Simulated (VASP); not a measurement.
**Al under uniaxial stress along [001]**

How do stress and energy of Al follow uniaxial stress along [001]?

Calculated with VASP 6.6.1; PBEsol; plane waves and PAW (Al), in the first sound run; inputs show where later runs differ.

### Step 1. The starting structure

It takes space group Fm-3m (No. 225, cubic). The conventional cell has a = 4.050 Å, b = 4.050 Å, c = 4.050 Å, α = 90.00°, β = 90.00°, γ = 90.00°. Al has 12 Al at 2.86 Å nearest.

### Step 2. Relax the crystal, PBEsol

The series starts from the cell that this level prefers, so that zero strain is near zero stress.

This step took 2 runs in a row; the last is shown.

Level: PBEsol; plane waves and PAW (Al).

Contents of INCAR:

```
SYSTEM = Al
PREC = Accurate
ENCUT = 450
EDIFF = 1E-07
NELM = 120
ISMEAR = 1
SIGMA = 0.15
LREAL = .FALSE.
ALGO = Normal
GGA = PS
NBANDS = 7
LASPH = .TRUE.
LORBIT = 11
LWAVE = .FALSE.
LCHARG = .FALSE.
KPAR = 8
IBRION = 2
NSW = 40
ISIF = 3
EDIFFG = -0.005
POTIM = 0.4
```

Contents of POSCAR:

```
Al
1.0
    0.0000000000      2.0077469266      2.0077469266
    2.0077469266      0.0000000000      2.0077469266
    2.0077469266      2.0077469266      0.0000000000
Al
1
Direct
    0.0000000000      0.0000000000      0.0000000000
```

Contents of KPOINTS:

```
Automatic mesh
0
Gamma
25 25 25
0 0 0
```

PAW data sets: Al (PBE family, release 64).

On the command line:

```sh
> mpirun -np 8 vasp_std
```

The log of the run:

```text
[banner, memory and clock lines left out]
running    8 mpi-ranks, on    1 nodes
[...]
|                                                                             |
|           W    W    AA    RRRRR   N    N  II  N    N   GGGG   !!!           |
|           W    W   A  A   R    R  NN   N  II  NN   N  G    G  !!!           |
|           W    W  A    A  R    R  N N  N  II  N N  N  G       !!!           |
|           W WW W  AAAAAA  RRRRR   N  N N  II  N  N N  G  GGG   !            |
|           WW  WW  A    A  R   R   N   NN  II  N   NN  G    G                |
|           W    W  A    A  R    R  N    N  II  N    N   GGGG   !!!           |
|                                                                             |
|     For optimal performance we recommend to set                             |
|       NCORE = 2 up to number-of-cores-per-socket                            |
|     NCORE specifies how many cores store one orbital (NPAR=cpu/NCORE).      |
|     This setting can greatly improve the performance of VASP for DFT.       |
[...]
|     You enforced a specific xc type in the INCAR file but a different       |
|     [... a line on the potential file left out ...]
|     I HOPE YOU KNOW WHAT YOU ARE DOING!                                     |
|                                                                             |

 LDA part: xc-table for (Slater+PW92), standard interpolation
 POSCAR, INCAR and KPOINTS ok, starting setup
[...]
entering main loop
       N       E                     dE             d eps       ncg     rms          rms(c)
DAV:   1    -0.280123152137E+01   -0.28012E+01   -0.78726E+02  6601   0.201E+02
DAV:   2    -0.411372034517E+01   -0.13125E+01   -0.12895E+01  8645   0.202E+01
DAV:   3    -0.412133603733E+01   -0.76157E-02   -0.76084E-02  8785   0.168E+00
DAV:   4    -0.412135099340E+01   -0.14956E-04   -0.14957E-04  9751   0.631E-02
[...]
DAV:   9    -0.409249865607E+01    0.70905E-06   -0.33328E-07  8610   0.292E-03    0.800E-04
DAV:  10    -0.409249842947E+01    0.22660E-06   -0.37079E-09  8799   0.412E-04    0.460E-04
DAV:  11    -0.409249842704E+01    0.24307E-08   -0.83727E-11  4452   0.523E-05
   1 F= -.40924984E+01 E0= -.40925286E+01  d E =-.409250E+01
[...]
reached required accuracy - stopping structural energy minimisation
```

Wall time 3.2 s (8 MPI ranks of Intel Xeon 6975P-C (Granite Rapids), shared host); peak memory 1.1 GiB; 21 s of CPU time.

Lines that name or quote the potential files are left out of all logs, and their timing lines are given in words.

Parts of OUTCAR (step 2):

```text
  Total       -0.0003737     -0.0003737     -0.0003737     -0.0000000      0.0000000      0.0000000
  in kB       -0.0369921     -0.0369921     -0.0369921     -0.0000000      0.0000000      0.0000000
  external PRESSURE =      -0.0369921 kB  Pullay stress =       0.0000000 kB

 POSITION                                       TOTAL-FORCE (eV/Angst)
 -----------------------------------------------------------------------------------
      0.00000      0.00000      0.00000         0.000000     -0.000000      0.000000
 -----------------------------------------------------------------------------------
    total drift:                                0.000000      0.000000     -0.000000

  FREE ENERGIE OF THE ION-ELECTRON SYSTEM (eV)
  ---------------------------------------------------
  free  energy   TOTEN  =        -4.0924984270 eV

  energy  without entropy=       -4.0925889665  energy(sigma->0) =       -4.09252861

 reached required accuracy - stopping structural energy minimisation

[... 3 further parts left out ...]
[key lines of the parts left out:]
E-fermi :   8.1912
```

This run gave:

```
energy(sigma→0) of the program : -4.0925 eV
stress, compression positive   : xx, yy, zz 0.00, 0.00, 0.00 GPa
volume                         : 16.187 Å³
ionic steps                    : 1
```

### Step 3. Strain across the axis, PBEsol

One member in full: the axis is strained by 1.5 %, and the two directions across it are strained alike until their mean stress is under 0.012 GPa or five steps are spent.

This step took 3 runs, each at a new trial strain with the atoms of the one before; the last is shown.

Level: PBEsol; plane waves and PAW (Al).

Edit INCAR of step 2 so:

```diff
@@ -15,7 +15,7 @@
 LCHARG = .FALSE.
-KPAR = 8
-IBRION = 2
-NSW = 40
-ISIF = 3
-EDIFFG = -0.005
-POTIM = 0.4
+KPAR = 2
+IBRION = 1
+NSW = 25
+ISIF = 2
+EDIFFG = -0.004
+POTIM = 0.3
```

Contents of POSCAR:

```
Al
1.0
    0.0000000000      1.9978189380      2.0378631300
    1.9978189380      0.0000000000      2.0378631300
    1.9978189380      1.9978189380      0.0000000000
Al
1
Direct
    0.0000000000      0.0000000000      0.0000000000
```

KPOINTS is that of step 2.

On the command line:

```sh
> mpirun -np 2 vasp_std
```

The log of the run:

```text
[banner, memory and clock lines left out]
running    2 mpi-ranks, on    1 nodes
[...]
[... a notice as in an earlier step ...]

 LDA part: xc-table for (Slater+PW92), standard interpolation
 POSCAR, INCAR and KPOINTS ok, starting setup
[...]
entering main loop
       N       E                     dE             d eps       ncg     rms          rms(c)
DAV:   1    -0.272981954258E+01   -0.27298E+01   -0.77791E+02 16926   0.200E+02
DAV:   2    -0.411165162224E+01   -0.13818E+01   -0.13183E+01 22113   0.202E+01
DAV:   3    -0.412038452451E+01   -0.87329E-02   -0.87300E-02 22575   0.178E+00
DAV:   4    -0.412040095388E+01   -0.16429E-04   -0.16429E-04 25284   0.677E-02
[...]
DAV:   9    -0.409167822334E+01    0.73770E-06   -0.35027E-07 22295   0.299E-03    0.824E-04
DAV:  10    -0.409167797663E+01    0.24671E-06   -0.39175E-09 22792   0.423E-04    0.470E-04
DAV:  11    -0.409167797398E+01    0.26491E-08   -0.94471E-11 11648   0.555E-05
   1 F= -.40916780E+01 E0= -.40916730E+01  d E =-.409168E+01
 BRION: g(F)=  0.792E-64 g(S)=  0.000E+00
 reached required accuracy - stopping structural energy minimisation
```

Run time: 17 s. Hardware: 2 MPI ranks; peak memory 0.37 GiB; 33 s of CPU time.

OUTCAR, selected parts (step 3):

```text
  Total        0.0000027      0.0000027     -0.1131164      0.0000000      0.0000000      0.0000000
  in kB        0.0002673      0.0002673    -11.1408645      0.0000000      0.0000000      0.0000000
  external PRESSURE =      -3.7134433 kB  Pullay stress =       0.0000000 kB

 POSITION                                       TOTAL-FORCE (eV/Angst)
 -----------------------------------------------------------------------------------
      0.00000      0.00000      0.00000        -0.000000     -0.000000      0.000000
 -----------------------------------------------------------------------------------
    total drift:                                0.000000      0.000000     -0.000000

  FREE ENERGIE OF THE ION-ELECTRON SYSTEM (eV)
  ---------------------------------------------------
  free  energy   TOTEN  =        -4.0916779740 eV

  energy  without entropy=       -4.0916629898  energy(sigma->0) =       -4.09167298

[... 1 part as in an earlier step ...]

[... 3 further parts left out ...]
[key lines of the parts left out:]
E-fermi :   8.1306
```

Numbers from this step:

| Item | Value |
| --- | --- |
| energy(sigma→0) of the program | -4.0917 eV |
| stress, compression positive | xx, yy, zz 0.00, 0.00, -1.11 GPa |
| ionic steps | 1 |

### Step 4. The whole series

The other members went through these steps as far as the tables show, with the same cutoff and, step by step, the same mesh; 14 runs are not shown. The session took 0.15 core hours (wall time by ranks) on a shared machine.

| strain along the axis (%) | strain across the axis (%) | stress along the axis, tension positive (GPa) | energy above the unstrained row, extrapolated to no smearing (meV/atom) |
| --- | --- | --- | --- |
| -2.000 | 0.700 | -1.659 | 1.533 |
| -1.500 | 0.525 | -1.193 | 0.808 |
| -1.000 | 0.350 | -0.746 | 0.331 |
| -0.500 | 0.175 | ? | ? |
| 0 | 0.000 | 0.004 | 0.000 |
| 0.500 | -0.175 | 0.366 | 0.098 |
| 1.000 | -0.341 | 0.730 | 0.397 |
| 1.500 | -0.494 | 1.114 | 0.856 |
| 2.000 | -0.639 | 1.556 | 1.508 |

### Step 5. A fit to the known rows

A least-squares parabola through the 8 rows shown, with e the strain in %: stress = − 0.01201 e² + 0.7832 e − 0.005189 (GPa), r.m.s. residual 0.034 GPa.

At e = -0.5 this predicts -0.400 GPa.

### Step 6. Checking the prediction

The calculation gives -0.351 GPa, so the prediction is 0.049 GPa too low, within twice the residual of the fit.

Slopes at zero strain, from cubics through all rows: strain ratio -0.349, stress over strain 72 GPa.

### Step 7. What came out

```
error of the predicted stress  : -0.049 GPa
Poisson ratio                  : 0.349
Young's modulus along the axis : 72 GPa
```

**Reading.** As a check, the curvature of the energy gives 71 GPa for the same modulus (energy per volume = E/2 × strain²), 2 % from the slope of the stress; these energies are extrapolated to no smearing, while the stress belongs to the free energy, so part of the difference may come from that. These are static values: temperature and zero-point motion are left out. In a metal the slopes also depend on mesh and smearing, which were held through the series.

[Lines on the potential files, build, host, timing and source positions are cut from VASP's logs without a mark.]

[Logs are printed without paths, hosts, clocks, repeated set-up lines and the standing remarks that a program may print on its own settings, such as how far it seeks lower states.]

[Hosts, paths, dates, database ids (printed as entryN), source tags and the programs' standing remarks are cut or masked in the printed files.]

[In band tables of VASP the shares of atoms and orbitals are scaled to a sum of 1 inside the atoms' spheres.]
